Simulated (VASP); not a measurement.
Input:

```
CELL_PARAMETERS angstrom
      1.57850    -2.73405     0.00000
      1.57850     2.73405     0.00000
      0.00000     0.00000     4.99157
ATOMIC_POSITIONS crystal
  Hf 0.33333 0.66667 0.25000
  Hf 0.66667 0.33333 0.75000
```

The numbers are results of PBEsol GGA, VASP's PBE PAW potentials (set 64) (plane waves; VASP), not measurements. Run with 400 eV cut-off, Gaussian smearing of 0.050 eV, potentials Hf_pv.

Q: Give the energies of bands 7 to 13 at the high-symmetry points, in eV from the Fermi level.

A: 
```
band      Γ      M      K      A      L      H
----  -----  -----  -----  -----  -----  -----
7     -7.54  -3.45  -2.31  -5.49  -3.56  -1.88
8     -3.86  -2.91  -1.83  -5.49  -3.56  -1.88
9      0.79  -2.37  -1.83   0.12  -1.08  -1.54
10     1.15  -0.75  -1.48   0.12  -1.08  -1.54
11     1.15   0.73   0.35   1.03   1.30  -0.16
12     1.45   0.90   0.35   1.03   1.30  -0.16
13     2.02   1.72   2.10   1.03   2.69   2.55
```

It has no gap at this level: it comes out as a metal or semimetal.

The compound is Hf in the hcp structure. It was relaxed first.
